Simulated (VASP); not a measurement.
Output of a VASP run:

File OSZICAR:
```
       N       E                     dE             d eps       ncg     rms          rms(c)
DAV:   1     0.419546181184E+03    0.41955E+03   -0.22554E+04  1472   0.290E+03
DAV:   2     0.315346013890E+02   -0.38801E+03   -0.38167E+03  1552   0.630E+02
DAV:   3    -0.251422583927E+02   -0.56677E+02   -0.56133E+02  1752   0.200E+02
DAV:   4    -0.271723355955E+02   -0.20301E+01   -0.20283E+01  1576   0.423E+01
DAV:   5    -0.272283008188E+02   -0.55965E-01   -0.55958E-01  1928   0.714E+00    0.107E+01
DAV:   6    -0.241691308663E+02    0.30592E+01   -0.19018E+01  2448   0.498E+01    0.456E+00
DAV:   7    -0.241640339147E+02    0.50970E-02   -0.17785E+00  1552   0.901E+00    0.246E+00
DAV:   8    -0.241526603454E+02    0.11374E-01   -0.48551E-01  2152   0.512E+00    0.967E-01
DAV:   9    -0.241313655395E+02    0.21295E-01   -0.14137E-01  2264   0.407E+00    0.217E-01
DAV:  10    -0.241327036784E+02   -0.13381E-02   -0.14280E-02  2136   0.124E+00    0.154E-01
DAV:  11    -0.241321357601E+02    0.56792E-03   -0.33072E-03  2248   0.622E-01    0.210E-02
DAV:  12    -0.241321793447E+02   -0.43585E-04   -0.44679E-04  1568   0.134E-01    0.294E-02
DAV:  13    -0.241321711379E+02    0.82068E-05   -0.38513E-05  2128   0.563E-02    0.360E-03
DAV:  14    -0.241321715913E+02   -0.45335E-06   -0.21457E-06  1560   0.118E-02    0.253E-03
DAV:  15    -0.241321717064E+02   -0.11507E-06   -0.12002E-06  1664   0.111E-02    0.968E-04
DAV:  16    -0.241321717655E+02   -0.59169E-07   -0.12576E-07   888   0.379E-03
   1 F= -.22191633E+02 E0= -.22191315E+02  d E =-.221916E+02
```

OUTCAR:
```
------------------------ aborting loop because EDIFF is reached ----------------------------------------
  FORCE on cell =-STRESS in cart. coord.  units (eV):
  Direction    XX          YY          ZZ          XY          YZ          ZX
  --------------------------------------------------------------------------------------
  Total        1.9594215      1.9594215      1.9384469      0.0000000      0.0000000      0.0000000
  in kB       50.4865209     50.4865209     49.9460870      0.0000000      0.0000000      0.0000000
  external PRESSURE =       0.3063762 kB  Pullay stress =      50.0000000 kB
  volume of cell :       62.18
      direct lattice vectors                 reciprocal lattice vectors
     3.745085658  0.000000000  0.000000000     0.267016590  0.000000000  0.000000000
     0.000000000  3.745085658  0.000000000     0.000000000  0.267016590  0.000000000
     0.000000000  0.000000000  4.433426384     0.000000000  0.000000000  0.225559176
 POSITION                                       TOTAL-FORCE (eV/Angst)
 -----------------------------------------------------------------------------------
      1.87254      0.00000      3.27516         0.000000      0.000000     -0.004658
      0.00000      1.87254      1.15826        -0.000000      0.000000      0.004658
      1.87254      1.87254      0.00000        -0.000000      0.000000      0.000000
      0.00000      0.00000      0.00000        -0.000000     -0.000000      0.000000
 -----------------------------------------------------------------------------------
    total drift:                                0.000000      0.000000      0.000000
  FREE ENERGIE OF THE ION-ELECTRON SYSTEM (eV)
  ---------------------------------------------------
  free  energy   TOTEN  =       -24.1321717655 eV

  energy  without entropy=      -24.1315366185  energy(sigma->0) =      -24.13185419
  enthalpy is  TOTEN    =       -22.1916325027 eV   P V=        1.9405392629

 reached required accuracy - stopping structural energy minimisation
```
(Selected blocks of OUTCAR.)

### POSCAR
```
SnO
1
    3.7450856583     0.0000000000     0.0000000000
    0.0000000000     3.7450856583     0.0000000000
    0.0000000000     0.0000000000     4.4334263836
Sn O
2 2
Direct
  0.5000000000   0.0000000000   0.7387431430
  0.0000000000   0.5000000000   0.2612568570
  0.5000000000   0.5000000000   1.0000000000
  0.0000000000   0.0000000000   1.0000000000
```

Q: Write an INCAR and KPOINTS that could have produced this output.

A: Several could match; the one computed here: the input of the run itself, PBEsol GGA, plane waves, VASP's PBE PAW potentials (set 64).

**INCAR**
```
SYSTEM = SnO
PREC = Accurate
ENCUT = 600
EDIFF = 1E-7
NELM = 100
ALGO = Normal
LREAL = .FALSE.
LASPH = .TRUE.
ISMEAR = 0
SIGMA = 0.05
GGA = PS
LMAXMIX = 4
LWAVE = .FALSE.
LCHARG = .FALSE.
ISIF = 3
IBRION = 2
NSW = 40
EDIFFG = -0.01
PSTRESS = 50
```

KPOINTS:
```
Automatic mesh
0
Gamma
6 6 4
0 0 0
```

POTCAR, in this order: Sn_d O (PBE.64 set). Program: vasp_std.

Without a dispersion term in the relaxation, distances and binding between the weakly bound layers, chains or molecules are unreliable, and so is what depends on them.

The compound is SnO in the litharge structure. It was relaxed first under an external pressure of 5 GPa. The k-mesh is coarse (spacing up to 0.35 per Å, 2π included), so the numbers may not be converged in it.
